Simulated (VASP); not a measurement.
All values below come from PBE GGA, VASP's PBE PAW potentials (set 64) (plane waves; VASP).

Input for VASP

File KPOINTS:
```
Automatic mesh
0
Gamma
7 7 7
0 0 0
```

### POSCAR
```
Ge
5.771160
  0.0000000000   0.5000000000   0.5000000000
  0.5000000000   0.0000000000   0.5000000000
  0.5000000000   0.5000000000   0.0000000000
Ge
2
direct
  0.0000000000   0.0000000000   0.0000000000
  0.2500000000   0.2500000000   0.2500000000
```

**INCAR**
```
! general
SYSTEM  = Ge
PREC    = Accurate
ENCUT   = 225
LREAL   = .False.
LASPH   = .True.

! electronic loop
EDIFF   = 1E-6
NELM    = 100
ALGO    = Normal
LMAXMIX = 4

! smearing
ISMEAR  = 0
SIGMA   = 0.05

! functional
GGA     = PE

! ions
ISIF    = 2

! output
LWAVE   = .False.
LCHARG  = .False.
```

POTCAR, in this order: Ge_d (PBE.64 set). Program: vasp_std.

Output of the run:

**OSZICAR**
```
       N       E                     dE             d eps       ncg     rms          rms(c)
DAV:   1     0.122663823302E+03    0.12266E+03   -0.10929E+04   734   0.212E+03
DAV:   2     0.279567290760E+01   -0.11987E+03   -0.11826E+03   730   0.346E+02
DAV:   3    -0.800768956281E+01   -0.10803E+02   -0.10760E+02   810   0.919E+01
DAV:   4    -0.818574305701E+01   -0.17805E+00   -0.17790E+00   778   0.126E+01
DAV:   5    -0.818780033043E+01   -0.20573E-02   -0.20572E-02   814   0.132E+00    0.323E+00
DAV:   6    -0.807302657533E+01    0.11477E+00   -0.12636E-01   816   0.587E+00    0.177E+00
DAV:   7    -0.803454851580E+01    0.38478E-01   -0.11075E-01   922   0.481E+00    0.224E-01
DAV:   8    -0.803451617159E+01    0.32344E-04   -0.19876E-02   744   0.180E+00    0.635E-02
DAV:   9    -0.803504092732E+01   -0.52476E-03   -0.10400E-03   740   0.300E-01    0.164E-02
DAV:  10    -0.803507050370E+01   -0.29576E-04   -0.75257E-05   812   0.895E-02    0.780E-03
DAV:  11    -0.803507493780E+01   -0.44341E-05   -0.52104E-06   582   0.161E-02    0.110E-03
DAV:  12    -0.803507488835E+01    0.49449E-07   -0.62216E-07   454   0.115E-02
   1 F= -.80350749E+01 E0= -.80347936E+01  d E =-.562663E-03
```

OUTCAR:
```
------------------------ aborting loop because EDIFF is reached ----------------------------------------
  FORCE on cell =-STRESS in cart. coord.  units (eV):
  Direction    XX          YY          ZZ          XY          YZ          ZX
  --------------------------------------------------------------------------------------
  Total      -15.7235768    -15.7235768    -15.7235768      0.0000000      0.0000000      0.0000000
  in kB     -524.2429214   -524.2429214   -524.2429214      0.0000000      0.0000000      0.0000000
  external PRESSURE =    -524.2429214 kB  Pullay stress =       0.0000000 kB
  volume of cell :       48.05
      direct lattice vectors                 reciprocal lattice vectors
     0.000000000  2.885580000  2.885580000    -0.173275390  0.173275390  0.173275390
     2.885580000  0.000000000  2.885580000     0.173275390 -0.173275390  0.173275390
     2.885580000  2.885580000  0.000000000     0.173275390  0.173275390 -0.173275390
 POSITION                                       TOTAL-FORCE (eV/Angst)
 -----------------------------------------------------------------------------------
      0.00000      0.00000      0.00000         0.000000     -0.000000     -0.000000
      1.44279      1.44279      1.44279        -0.000000      0.000000      0.000000
 -----------------------------------------------------------------------------------
    total drift:                                0.000000      0.000000      0.000000
  FREE ENERGIE OF THE ION-ELECTRON SYSTEM (eV)
  ---------------------------------------------------
  free  energy   TOTEN  =        -8.0350748884 eV

  energy  without entropy=       -8.0345122252  energy(sigma->0) =       -8.03479356
```
(Selected blocks of OUTCAR.)

At this cut-off the stress carries a Pulay error, which pulls relaxed volumes low.

The compound is Ge in the diamond structure. The cell was not relaxed at this level. The run is one of a series of settings (ENCUT = 225 against the base run), some of them coarse on purpose.
